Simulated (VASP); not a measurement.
A VASP calculation is set up with these files.

**INCAR**
```
! general
SYSTEM   =  AsIr
PREC     =  Accurate
ENCUT    =  300
LREAL    =  .FALSE.
LASPH    =  .TRUE.

! electronic loop
EDIFF    =  1E-6
NELM     =  100
ALGO     =  Normal
LMAXMIX  =  6

! smearing
ISMEAR   =  -1
SIGMA    =  0.1

! functional
GGA      =  PE

! ions
IBRION   =  2
NSW      =  50
ISIF     =  3
EDIFFG   =  -0.01

! output
LWAVE    =  .FALSE.
LCHARG   =  .FALSE.
```

POSCAR:
```
AsIr
1
    3.4169170000     0.0000000000     0.0000000000
   -1.7084590000     2.9591370000     0.0000000000
    0.0000000000     0.0000000000     3.3347420000
Ir As
1 1
Direct
  0.0000000000   0.0000000000   0.0000000000
  0.6666670000   0.3333330000   0.5000000000
```

**KPOINTS**
```
Automatic mesh
0
Gamma
6 6 5
0 0 0
```

POTCAR, in this order: Ir As (PBE.64 set). Program: vasp_std.

Translate this PBE calculation to Ansatz.

One equivalent input (not run):
Ansatz 0.2 input:
```yaml
crystal:
  lattice:
    - [3.4169170, 0.0000000, 0.0000000]
    - [-1.7084590, 2.9591370, 0.0000000]
    - [0.0000000, 0.0000000, 3.3347420]
  atoms:
    - { symbol: Ir, position: [0.0000000, 0.0000000, 0.0000000] }
    - { symbol: As, position: [0.6666670, 0.3333330, 0.5000000] }
kpoints:
  mp_grid: { grid: [6, 6, 5] }
hamiltonian:
  xc: pbe
  pseudopotentials: { kind: paw }
scf:
  occupations: { method: fermi_dirac, width: 0.1 }
  max_iter: 100
relax:
  max_steps: 50
  f_tol: 0.01
  cell: {}
output: { forces: true, stress: true, eigenvalues: true }
```
Limits of the translation: each code has its own PAW files, so the cut-off isn't converted (ENCUT is set for VASP's; basis.ecutwfc is left out, and Ansatz then takes the one that its files recommend); Ansatz stops its SCF on the density residual and VASP on the energy change (EDIFF).

The structure was generated: AsIr was put into an ordered model structure, which need not be its known phase. This run relaxes it. Symmetry was kept, so distortions that lower it aren't found. The k-mesh is coarse (spacing up to 0.43 per Å, 2π included), so the numbers may not be converged in it. The run is one of a series of settings (EDIFFG = -0.01, IBRION = 2, ISIF = 3, NSW = 50 against the base run), some of them coarse on purpose.
